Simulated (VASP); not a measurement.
Consider the following.

```
CELL_PARAMETERS angstrom
      0.00000     2.43780     2.43780
      2.43780     0.00000     2.43780
      2.43780     2.43780     0.00000
ATOMIC_POSITIONS crystal
  B  0.00000 0.00000 0.00000
  As 0.25000 0.25000 0.25000
```

Level of theory: PBE GGA, VASP's PBE PAW potentials (set 64) (plane waves; VASP). Settings: 520 eV cut-off, 8×8×8 Γ-centred mesh, Gaussian smearing of 0.050 eV, potentials B As.

Task: Give the stress tensor in GPa (positive for a compressed cell).

Result: 
```
-4.48   0.00   0.00
 0.00  -4.48   0.00
 0.00   0.00  -4.48
```
The pressure is its mean diagonal, -4.48 GPa.

The compound is BAs in the zinc blende structure. The cell was not relaxed at this level.
